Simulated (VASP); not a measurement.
Level of theory: LDA (Ceperley-Alder, Perdew-Zunger), VASP's LDA PAW potentials (set 64) (plane waves; VASP).

Input for VASP

File POSCAR:
```
C
1
    0.0000000000     1.7835000000     1.7835000000
    1.7835000000     0.0000000000     1.7835000000
    1.7835000000     1.7835000000     0.0000000000
C
2
Direct
  0.0000000000   0.0000000000   0.0000000000
  0.2500000000   0.2500000000   0.2500000000
```

**KPOINTS**
```
Automatic mesh
0
Gamma
11 11 11
0 0 0
```

### INCAR
```
# general
SYSTEM  =  C
PREC    =  Accurate
ENCUT   =  520
LREAL   =  .FALSE.
LASPH   =  .TRUE.

# electronic loop
EDIFF   =  1E-6
NELM    =  100
ALGO    =  Normal

# smearing
ISMEAR  =  0
SIGMA   =  0.05

# ions
IBRION  =  2
NSW     =  60
ISIF    =  3
EDIFFG  =  -0.01

# output
LWAVE   =  .FALSE.
LCHARG  =  .FALSE.
```

POTCAR, in this order: C (LDA.64 set). Program: vasp_std.

The resulting files:

### OUTCAR
```
 ion  position               nearest neighbor table
   1  0.000  0.000  0.000-   2 1.54   2 1.54   2 1.54   2 1.54
   2  0.250  0.250  0.250-   1 1.54   1 1.54   1 1.54   1 1.54
  LATTYP: Found a face centered cubic cell.
 ALAT       =     3.5670000000
 Subroutine PRICEL returns:
 Original cell was already a primitive cell.
 Subroutine GETGRP returns: Found 48 space group operations
The static configuration has the point symmetry T_d .
 The point group associated with its full space group is O_h .
The dynamic configuration has the point symmetry T_d .
 Subroutine INISYM returns: Found 48 space group operations
 Subroutine IBZKPT returns following result:
 Found     56 irreducible k-points:

 Following reciprocal coordinates:
            Coordinates               Weight
  0.000000  0.000000  0.000000      1.000000
  0.090909  0.000000  0.000000      8.000000
  0.181818  0.000000  0.000000      8.000000
  0.272727  0.000000  0.000000      8.000000
  0.363636  0.000000  0.000000      8.000000
  0.454545  0.000000  0.000000      8.000000
  0.090909  0.090909  0.000000      6.000000
  0.181818  0.090909  0.000000     24.000000
  0.272727  0.090909  0.000000     24.000000
  0.363636  0.090909  0.000000     24.000000
  0.454545  0.090909  0.000000     24.000000
 -0.454545  0.090909  0.000000     24.000000
 -0.363636  0.090909  0.000000     24.000000
 -0.272727  0.090909  0.000000     24.000000
 -0.181818  0.090909  0.000000     24.000000
 -0.090909  0.090909  0.000000     12.000000
  0.181818  0.181818  0.000000      6.000000
  0.272727  0.181818  0.000000     24.000000
  0.363636  0.181818  0.000000     24.000000
  0.454545  0.181818  0.000000     24.000000
 -0.454545  0.181818  0.000000     24.000000
 -0.363636  0.181818  0.000000     24.000000
 -0.272727  0.181818  0.000000     24.000000
...
```

### OSZICAR
```
       N       E                     dE             d eps       ncg     rms          rms(c)
DAV:   1    -0.524822489520E+01   -0.52482E+01   -0.49649E+03   936   0.978E+02
DAV:   2    -0.209396849875E+02   -0.15691E+02   -0.15332E+02  1424   0.107E+02
DAV:   3    -0.210364275729E+02   -0.96743E-01   -0.96743E-01   928   0.107E+01
DAV:   4    -0.210365799292E+02   -0.15236E-03   -0.15236E-03  1288   0.465E-01
DAV:   5    -0.210365799798E+02   -0.50612E-07   -0.50613E-07   944   0.595E-03    0.569E+00
DAV:   6    -0.204432039991E+02    0.59338E+00   -0.48187E-01   928   0.535E+00    0.332E+00
DAV:   7    -0.202358734524E+02    0.20733E+00   -0.53480E-01  1104   0.562E+00    0.736E-01
DAV:   8    -0.202350521016E+02    0.82135E-03   -0.22712E-03   928   0.568E-01    0.273E-02
DAV:   9    -0.202350514053E+02    0.69632E-06   -0.11247E-05  1088   0.373E-02    0.240E-02
DAV:  10    -0.202350525526E+02   -0.11473E-05   -0.56107E-07   928   0.865E-03    0.320E-03
DAV:  11    -0.202350525245E+02    0.28124E-07   -0.21881E-08   472   0.143E-03
   1 F= -.20235053E+02 E0= -.20235053E+02  d E =-.202351E+02
       N       E                     dE             d eps       ncg     rms          rms(c)
DAV:   1    -0.202458610768E+02   -0.10809E-01   -0.11536E+00  1064   0.112E+01    0.965E-01
DAV:   2    -0.202323200288E+02    0.13541E-01   -0.12047E-02   968   0.104E+00    0.490E-01
DAV:   3    -0.202272304492E+02    0.50896E-02   -0.11258E-02   976   0.835E-01    0.768E-02
DAV:   4    -0.202271932549E+02    0.37194E-04   -0.27421E-05   904   0.703E-02    0.421E-02
DAV:   5    -0.202271811288E+02    0.12126E-04   -0.15102E-06  1160   0.190E-02    0.381E-03
DAV:   6    -0.202271811389E+02   -0.10171E-07   -0.19696E-09   448   0.465E-04
   2 F= -.20227181E+02 E0= -.20227181E+02  d E =0.787139E-02
       N       E                     dE             d eps       ncg     rms          rms(c)
DAV:   1    -0.202519971524E+02   -0.24816E-01   -0.35738E-01  1000   0.613E+00    0.531E-01
DAV:   2    -0.202477674052E+02    0.42297E-02   -0.38332E-03   976   0.594E-01    0.276E-01
DAV:   3    -0.202461613885E+02    0.16060E-02   -0.35913E-03   952   0.468E-01    0.391E-02
DAV:   4    -0.202461530643E+02    0.83242E-05   -0.89539E-06   904   0.407E-02    0.290E-02
DAV:   5    -0.202461452551E+02    0.78092E-05   -0.12052E-06  1008   0.153E-02    0.184E-03
DAV:   6    -0.202461452590E+02   -0.38978E-08   -0.99774E-09   480   0.120E-03
   3 F= -.20246145E+02 E0= -.20246145E+02  d E =-.110927E-01
```

OUTCAR:
```
------------------------ aborting loop because EDIFF is reached ----------------------------------------
  FORCE on cell =-STRESS in cart. coord.  units (eV):
  Direction    XX          YY          ZZ          XY          YZ          ZX
  --------------------------------------------------------------------------------------
  Total       -0.0067062     -0.0067062     -0.0067062     -0.0000000     -0.0000000     -0.0000000
  in kB       -0.9722366     -0.9722366     -0.9722366     -0.0000000     -0.0000000     -0.0000000
  external PRESSURE =      -0.9722366 kB  Pullay stress =       0.0000000 kB
  volume of cell :       11.05
      direct lattice vectors                 reciprocal lattice vectors
    -0.000000000  1.767918041  1.767918041    -0.282818541  0.282818541  0.282818541
     1.767918041  0.000000000  1.767918041     0.282818541 -0.282818541  0.282818541
     1.767918041  1.767918041  0.000000000     0.282818541  0.282818541 -0.282818541
 POSITION                                       TOTAL-FORCE (eV/Angst)
 -----------------------------------------------------------------------------------
      0.00000      0.00000      0.00000         0.000000      0.000000     -0.000000
      0.88396      0.88396      0.88396        -0.000000     -0.000000      0.000000
 -----------------------------------------------------------------------------------
    total drift:                                0.000000      0.000000      0.000000
  FREE ENERGIE OF THE ION-ELECTRON SYSTEM (eV)
  ---------------------------------------------------
  free  energy   TOTEN  =       -20.2461452590 eV

  energy  without entropy=      -20.2461452590  energy(sigma->0) =      -20.24614526

 reached required accuracy - stopping structural energy minimisation
```
(Selected blocks of OUTCAR.)

File CONTCAR:
```
C
   1.00000000000000
    -0.0000000000000000    1.7679180407155026    1.7679180407155026
     1.7679180407155026    0.0000000000000000    1.7679180407155026
     1.7679180407155026    1.7679180407155026    0.0000000000000000
  C
     2
Direct
     0.0000000000000000    0.0000000000000000    0.0000000000000000
     0.2500000000000000    0.2500000000000000    0.2500000000000000
```

Energy and stress use the plane-wave basis of the starting cell.

The compound is C in the diamond structure. This run relaxes it. Symmetry was kept, so distortions that lower it aren't found.
